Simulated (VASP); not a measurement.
# ZrC: input slips in a relaxation and what they do, part 2 of 2

Some relaxations of ZrC get a fault in the input on purpose. Which of them show, and how? The starting structure is a measured crystal structure from the Crystallography Open Database.

VASP 6.6.1.

Results so far: reference 12.74 Å³ an atom; the cell held fixed (ISIF = 2) 13.23 Å³ an atom.

The database entry behind the starting cell differs from later determinations by our own check (an axis about 0.7 % long against later determinations), so it need not match the best structure at ambient conditions.

### Step 5. Relaxation with a k mesh far too coarse

Level of this step: PBEsol; plane waves and PAW (Zr_sv, C) (VASP).

A slip made on purpose: a k mesh far too coarse. Against step 2 the input has a 2×2×2 mesh (also changed: NELM, NCORE and KPAR).

Input file INCAR:

```
SYSTEM = ZrC
PREC = Accurate
ENCUT = 520
EDIFF = 1E-06
NELM = 60
ISMEAR = 1
SIGMA = 0.1
LREAL = .FALSE.
ALGO = Normal
GGA = PS
NBANDS = 14
LORBIT = 11
LWAVE = .FALSE.
LCHARG = .FALSE.
NCORE = 2
IBRION = 2
NSW = 50
ISIF = 3
EDIFFG = -0.01
```

Input file POSCAR:

```
ZrC
1.0
    0.0000000000      2.3650000000      2.3650000000
    2.3650000000      0.0000000000      2.3650000000
    2.3650000000      2.3650000000      0.0000000000
Zr C
1 1
Direct
    0.5000000000      0.5000000000      0.5000000000
    0.0000000000      0.0000000000      0.0000000000
```

Input file KPOINTS:

```
Automatic mesh
0
Gamma
2 2 2
0 0 0
```

PAW data sets: Zr_sv and C (PBE family, release 64).

Launch:

```bash
> mpirun -np 2 vasp_std
```

Log:

```text
[banner, memory and clock lines left out]
running    2 mpi-ranks, on    1 nodes
[...]
[... a notice as in an earlier step ...]

 LDA part: xc-table for (Slater+PW92), standard interpolation
 POSCAR, INCAR and KPOINTS ok, starting setup
[...]
entering main loop
       N       E                     dE             d eps       ncg     rms          rms(c)
DAV:   1     0.103647812058E+03    0.10365E+03   -0.86489E+03    84   0.118E+03
DAV:   2    -0.166940177921E+02   -0.12034E+03   -0.11263E+03   102   0.305E+02
DAV:   3    -0.224647403304E+02   -0.57707E+01   -0.57272E+01   146   0.570E+01
DAV:   4    -0.225539925955E+02   -0.89252E-01   -0.89207E-01    92   0.485E+00
[...]
DAV:  11    -0.193841349981E+02    0.44948E-03   -0.12017E-03    90   0.189E-01    0.118E-02
DAV:  12    -0.193841363796E+02   -0.13815E-05   -0.33382E-05   102   0.364E-02    0.140E-02
DAV:  13    -0.193841361024E+02    0.27718E-06   -0.65123E-07    74   0.558E-03
   1 F= -.19384136E+02 E0= -.19385586E+02  d E =-.193841E+02
[...]
DAV:   6    -0.193838775083E+02   -0.16179E-04   -0.14806E-05   124   0.248E-02    0.303E-03
DAV:   7    -0.193838777208E+02   -0.21246E-06   -0.77344E-07    56   0.495E-03
   2 F= -.19383878E+02 E0= -.19385327E+02  d E =0.258382E-03
 trial-energy change:    0.000258  1 .order    0.000254   -0.000638    0.001145
 step:   0.3541(harm=  0.3578)  dis= 0.00000  next Energy=   -19.384249 (dE=-0.113E-03)
[...]
N       E                     dE             d eps       ncg     rms          rms(c)
DAV:   1    -0.193860900708E+02   -0.22126E-02   -0.60506E-02    96   0.252E+00    0.550E-01
DAV:   2    -0.193844854282E+02    0.16046E-02   -0.36852E-03    96   0.683E-01    0.150E-01
DAV:   3    -0.193841853794E+02    0.30005E-03   -0.20377E-03   112   0.336E-01    0.721E-02
DAV:   4    -0.193842216638E+02   -0.36284E-04   -0.30943E-05   102   0.525E-02    0.338E-02
DAV:   5    -0.193842453251E+02   -0.23661E-04   -0.43796E-05   116   0.365E-02    0.171E-02
DAV:   6    -0.193842481768E+02   -0.28517E-05   -0.58226E-06   124   0.157E-02    0.199E-03
DAV:   7    -0.193842481622E+02    0.14583E-07   -0.26976E-07    42   0.303E-03
   3 F= -.19384248E+02 E0= -.19385698E+02  d E =-.112060E-03
[...]
reached required accuracy - stopping structural energy minimisation
```

It took 2 s on 2 MPI ranks of Intel Xeon 6975P-C (Granite Rapids), shared host; peak memory 0.25 GiB.

From OUTCAR (step 5):

```text
  Total        0.0009252      0.0009252      0.0009252      0.0000000      0.0000000      0.0000000
  in kB        0.0561667      0.0561667      0.0561667      0.0000000      0.0000000      0.0000000
  external PRESSURE =       0.0561667 kB  Pullay stress =       0.0000000 kB

 POSITION                                       TOTAL-FORCE (eV/Angst)
 -----------------------------------------------------------------------------------
      2.36310      2.36310      2.36310         0.000000      0.000000      0.000000
      0.00000      0.00000      0.00000        -0.000000     -0.000000     -0.000000
 -----------------------------------------------------------------------------------
    total drift:                                0.000000      0.000000      0.000000

  FREE ENERGIE OF THE ION-ELECTRON SYSTEM (eV)
  ---------------------------------------------------
  free  energy   TOTEN  =       -19.3842481622 eV

  energy  without entropy=      -19.3885965913  energy(sigma->0) =      -19.38569764

[... 1 part as in an earlier step ...]

[... 3 further parts left out ...]
[key lines of the parts left out:]
E-fermi :   9.6702
```

With a k mesh far too coarse the cell ends at 13.196 Å³ an atom, +3.57 % from the reference.

### Step 6. Relaxation with too few ionic steps

A slip made on purpose: too few ionic steps. Against step 2 the input has NSW = 2 (also changed: NELM).

Edit INCAR of step 5 so:

```diff
@@ -14,5 +14,5 @@
 LCHARG = .FALSE.
-NCORE = 2
+KPAR = 2
 IBRION = 2
-NSW = 50
+NSW = 2
 ISIF = 3
```

POSCAR is that of step 5.

Input file KPOINTS:

```
Automatic mesh
0
Gamma
10 10 10
0 0 0
```

Launch:

```bash
> mpirun -np 2 vasp_std
```

Log:

```text
[... set-up lines as in an earlier step ...]
 entering main loop
       N       E                     dE             d eps       ncg     rms          rms(c)
[... 13 cycles as in an earlier step ...]
   1 F= -.20545480E+02 E0= -.20545578E+02  d E =-.205455E+02
[...]
N       E                     dE             d eps       ncg     rms          rms(c)
DAV:   1    -0.214740969097E+02   -0.92862E+00   -0.31874E+01  1460   0.575E+01    0.137E+01
DAV:   2    -0.206070675511E+02    0.86703E+00   -0.15851E+00  1452   0.145E+01    0.387E+00
DAV:   3    -0.204565544385E+02    0.15051E+00   -0.97071E-01  1914   0.732E+00    0.159E+00
DAV:   4    -0.204778395698E+02   -0.21285E-01   -0.18878E-02  1810   0.104E+00    0.986E-01
[...]
DAV:  12    -0.204964925098E+02    0.24685E-05   -0.15674E-06  1224   0.980E-03    0.341E-02
DAV:  13    -0.204964913824E+02    0.11274E-05   -0.68090E-07   820   0.630E-03    0.106E-02
DAV:  14    -0.204964910651E+02    0.31737E-06   -0.33298E-07   682   0.451E-03
   2 F= -.20496491E+02 E0= -.20496469E+02  d E =0.489887E-01
 trial-energy change:    0.048989  1 .order    0.054357   -0.131878    0.240592
 step:   0.3743(harm=  0.3541)  dis= 0.00000  next Energy=   -20.570443 (dE=-0.250E-01)
```

Run time: 10 s. Hardware: 2 MPI ranks; peak memory 0.32 GiB.

Parts of OUTCAR (step 6):

```text
  Total        2.4628235      2.4628235      2.4628235     -0.0000000     -0.0000000      0.0000000
  in kB      164.7223664    164.7223664    164.7223664     -0.0000000     -0.0000000      0.0000000
  external PRESSURE =     164.7223664 kB  Pullay stress =       0.0000000 kB

 POSITION                                       TOTAL-FORCE (eV/Angst)
 -----------------------------------------------------------------------------------
      2.28799      2.28799      2.28799         0.000000      0.000000      0.000000
      2.28799      4.57598      2.28799        -0.000000     -0.000000     -0.000000
 -----------------------------------------------------------------------------------
    total drift:                                0.000000      0.000000      0.000000

  FREE ENERGIE OF THE ION-ELECTRON SYSTEM (eV)
  ---------------------------------------------------
  free  energy   TOTEN  =       -20.4964910651 eV

  energy  without entropy=      -20.4964252158  energy(sigma->0) =      -20.49646912

[... 1 part as in an earlier step ...]

[... 2 further parts left out ...]
[key lines of the parts left out:]
E-fermi :  10.4720
```

The relaxation used up its 2 ionic steps (NSW) before forces and stress met EDIFFG.

### Step 7. All runs side by side

| run | ended | volume (Å³/atom) | change (%) | pressure left (GPa) | core minutes |
| --- | --- | --- | --- | --- | --- |
| reference | converged | 12.741 | - | 0.03 | 0.693 |
| too few electronic steps | not converged | - | - | - | 0.473 |
| the cell held fixed (ISIF = 2) | converged | 13.228 | 3.82 | -8.18 | 0.173 |
| a k mesh far too coarse | converged | 13.196 | 3.57 | 0.01 | 0.0667 |
| too few ionic steps | not converged | - | - | - | 0.333 |

Core minutes are wall time times ranks, summed over the relaxations behind a row (those for a bulk modulus apart), on shared hosts.

### Step 8. Summary of results

```yaml
volume_of_the_reference: 12.74 Å³/atom
volume_against_the_reference_the_cell_held_fixed: +3.82 %
volume_against_the_reference_a_k_mesh_far_too_coarse: +3.57 %
run_with_too_few_electronic_steps: not converged
run_with_too_few_ionic_steps: not converged
```

The runs with too few electronic steps and too few ionic steps didn't converge. Finished, but with signs in the output that stand out against the reference: the cell held fixed (ISIF = 2), with the volume kept at the input's, +3.8 % from the reference (signs: a stress of up to 8.2 GPa); a k mesh far too coarse, with the volume changed by +3.6 % (signs: -0.6 GPa at the first ionic step (of the first relaxations, not shown; reference: -8.2 GPa)). The reference was restarted once and the runs with a slip weren't, so their cells may not have settled fully. Further runs on this material are not shown.

[Lines on the potential files, build, host, timing and source positions are cut from VASP's logs without a mark.]

[Logs are printed without paths, hosts, clocks, repeated set-up lines and the standing remarks that a program may print on its own settings, such as how far it seeks lower states.]

[Hosts, paths, dates, database ids (printed as entryN), source tags and the programs' standing remarks are cut or masked in the printed files.]
